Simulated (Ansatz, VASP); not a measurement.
This is a calculation of YMg6Sb for VASP 6.6.1. The cell comes from a database or a generator and needn't be the stable form of this composition.

File INCAR:

```
SYSTEM = YMg6Sb
ALGO     = Fast           ! electronic algorithm
EDIFF    = 1E-6           ! SCF threshold, eV
ENCUT    = 520            ! plane-wave cutoff, eV
GGA      = RP             ! functional
ISIF     = 2              ! what is computed and relaxed
ISMEAR   = 0              ! smearing method
LASPH    = .TRUE.         ! aspherical terms in the spheres
LCHARG   = .TRUE.         ! write CHGCAR
LELF     = .TRUE.         ! ELF
LREAL    = .FALSE.        ! projectors in reciprocal space
LVHAR    = .TRUE.       
LWAVE    = .FALSE.        ! write WAVECAR
NBANDS   = 24             ! bands
NELM     = 100            ! most SCF steps
PREC     = Accurate       ! precision mode
SIGMA    = 0.1            ! smearing width, eV
```

The input KPOINTS:

```
k-points
0
G
  5 5 5
  0 0 0
```

Contents of POSCAR:

```
YMg6Sb
1.0
    5.3822450000      0.0000000000      0.0000000000
    0.0000000000      3.1144220000      5.8047675000
    0.0000000000     -3.1144220000      5.8047675000
Sb Y Mg
1 1 6
Cartesian
    2.6911225000      0.0000000000      7.7377202489
    2.6911225000      0.0000000000      1.9796230796
    0.0000000000      0.0000000000      9.7005327218
    0.0000000000      0.0000000000      3.9022201233
    0.0000000000     -1.5529691572      6.7110658498
    0.0000000000      1.5529691572      6.7110658498
    2.6911225000     -1.5467776863      4.8479328444
    2.6911225000      1.5467776863      4.8479328444
```

Potentials or basis: VASP PAW PBE potentials, release 64 (Sb, Y_sv, Mg).

Launch:

```console
$ cat potpaw_PBE.64/Sb/POTCAR potpaw_PBE.64/Y_sv/POTCAR potpaw_PBE.64/Mg/POTCAR > POTCAR
$ mpirun -np 1 vasp_std > vasp.out
```

Problem. Translate it to Ansatz 0.2.0. Potentials or basis there: Ansatz PAW, cutoff 420 eV.

Solution. As run (cutoffs and basis follow the program's own potentials, and thresholds, step limits or extra output files can differ):

Contents of input.yaml:

```yaml
crystal:
  lattice:
    - [5.382245, 0.0, 0.0]
    - [0.0, 3.114422, 5.8047675]
    - [0.0, -3.114422, 5.8047675]
  atoms:
    - { symbol: Sb, position: [0.5, 0.666497, 0.666497] }
    - { symbol: "Y", position: [0.5, 0.170517, 0.170517] }
    - { symbol: Mg, position: [0.0, 0.835566, 0.835566] }
    - { symbol: Mg, position: [0.0, 0.336122, 0.336122] }
    - { symbol: Mg, position: [0.0, 0.328746, 0.827384] }
    - { symbol: Mg, position: [0.0, 0.827384, 0.328746] }
    - { symbol: Mg, position: [0.5, 0.169257, 0.665907] }
    - { symbol: Mg, position: [0.5, 0.665907, 0.169257] }
hamiltonian:
  xc: rpbe
  pseudopotentials: { kind: paw }
kpoints:
  mp_grid: { grid: [5, 5, 5] }
scf:
  occupations: { method: gaussian, width: 0.1 }
output:
  forces: true
  stress: true
  eigenvalues: true
```

Potentials or basis: Ansatz PAW.

Command:

```bash
$ ansatz run input.yaml --threads 4 --pin off --max-ram 11264MiB --backend cpu --events-out ev --progress --plain --runs-dir out
```

Both were run:

|  | VASP | Ansatz |
| --- | --- | --- |
| Pressure | 1.0 GPa | 1.2 GPa |
| Largest force | 0.099 eV/Å | 0.097 eV/Å |

Ansatz's pressure holds a Pulay term of +0.01 GPa for its cutoff of 420 eV, which the other run lacks.

The potentials hold 28 and 86 valence electrons a cell.

VASP's potentials were made for PBE. Ansatz's potentials were made for PBE.

Where Ansatz's input types no cutoff or centring, it takes its own default and a Γ-centred mesh.

Pressure is positive in compression.
